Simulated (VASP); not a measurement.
A VASP calculation is set up with these files.

INCAR:
```
PREC  =  Accurate
LMAXMIX  =  4
SIGMA  =  0.05
ALGO  =  Normal
ENCUT  =  400   # plane-wave cut-off (eV)
LREAL  =  .False.   # projection in real space or not
ISIF  =  2   # forces and stress, cell fixed
SYSTEM  =  MgI2
LASPH  =  .True.   # aspherical one-centre terms
PARAM2  =  0.22
PARAM1  =  0.1833333333
ISMEAR  =  0   # Gaussian
GGA  =  BO
LWAVE  =  .False.
AGGAC  =  0.0
LCHARG  =  .False.
NELM  =  100   # most electronic steps
EDIFF  =  1E-6   # SCF stop (eV)
LUSE_VDW  =  .True.
```

POSCAR:
```
MgI2
1.0
  2.0750000000  -3.5940050000   0.0000000000
  2.0750000000   3.5940050000   0.0000000000
  0.0000000000   0.0000000000   6.8600000000
Mg I
1 2
Cartesian
  0.0000000000   0.0000000000   0.0000000000
  2.0750000000   1.1980040627   1.6601200000
  2.0750000000  -1.1980040627   5.1998800000
```

KPOINTS:
```
Automatic mesh
0
Gamma
6 6 3
0 0 0
```

POTCAR, in this order: Mg I (PBE.64 set). Program: vasp_std.

### Question
Write an equivalent input for Quantum ESPRESSO's pw.x.

### Answer
One equivalent input (not run):
```
&CONTROL
  calculation = 'scf'
  pseudo_dir = './pseudo'
  outdir = './out'
  tprnfor = .true.
  tstress = .true.
/
&SYSTEM
  ibrav = 0
  nat = 3
  ntyp = 2
  ecutwfc = 84
  occupations = 'smearing'
  smearing = 'gaussian'
  degauss = 0.003675
  input_dft = 'vdw-df-obk8'
/
&ELECTRONS
  conv_thr = 7.3e-08
  electron_maxstep = 100
/
ATOMIC_SPECIES
  Mg 24.305 Mg.upf
  I 126.904 I.upf
CELL_PARAMETERS angstrom
     2.0750000   -3.5940050    0.0000000
     2.0750000    3.5940050    0.0000000
     0.0000000    0.0000000    6.8600000
ATOMIC_POSITIONS crystal
  Mg   0.0000000  0.0000000  0.0000000
  I    0.3333330  0.6666670  0.2420000
  I    0.6666670  0.3333330  0.7580000
K_POINTS automatic
  6 6 3 0 0 0
```
Limits of the translation: the potentials are each code's own (VASP's PAW set, PseudoDojo norm-conserving files in pw.x), so ENCUT and ecutwfc are chosen apart and not converted; conv_thr bounds pw.x's estimated SCF error, while EDIFF bounds the energy change between steps.

The compound is MgI2 in the 1T layered structure. The cell was not relaxed at this level. The run is one of a series of settings (AGGAC = 0.0, GGA = BO, LUSE_VDW = .TRUE., PARAM1 = 0.1833333333, PARAM2 = 0.22 against the base run), some of them coarse on purpose.
